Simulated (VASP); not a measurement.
Crystal: SbC.

```
CELL_PARAMETERS angstrom
3.11468 0.00000 0.00000
0.00000 3.11468 0.00000
0.00000 0.00000 3.11468
ATOMIC_POSITIONS crystal
Sb 0.50000 0.50000 0.50000
C 0.00000 0.00000 0.00000
```

The cell was built by a generator and needn't be a form met in nature.

- Program: VASP 6.6.1
- Task: relaxation of cell and atoms
- Functional: PBEsol
- Dispersion: D3(BJ)
- Potentials or basis: VASP PAW PBE potentials, release 64 (Sb, C)
- Cutoff: 600 eV
- k mesh: 9 × 9 × 9
- Occupations: fermi-dirac, width 0.05 eV
- Spin: no spin polarisation

At the start: pressure -7.7 GPa; volume 15.11 Å³/atom.

Task: Where does the relaxation end?

Result: Over 4 steps the energy falls by 36.3 meV/atom and the volume is 13.85 Å³/atom (-8.3 %); space group Pm-3m (No. 221, to 0.05 Å).

Step by step:
```
step  energy change (eV)  largest force (eV/Å)  pressure (GPa)  volume (Å³)
   1              0.0000                0.0000           -7.68        30.22
   2             -0.0688                0.0000            2.35        27.16
   3             -0.0726                0.0000            0.26        27.63
   4             -0.0726                0.0000           -0.05        27.70
```

Final structure:
```
Sb C
1.0
     3.02584    0.00000    0.00000
     0.00000    3.02584    0.00000
     0.00000    0.00000    3.02584
Sb C
1 1
Direct
  0.50000 0.50000 0.50000
  0.00000 0.00000 0.00000
```

Caveat: the PAW data sets were made with another functional, which shifts forces and pressure a little.
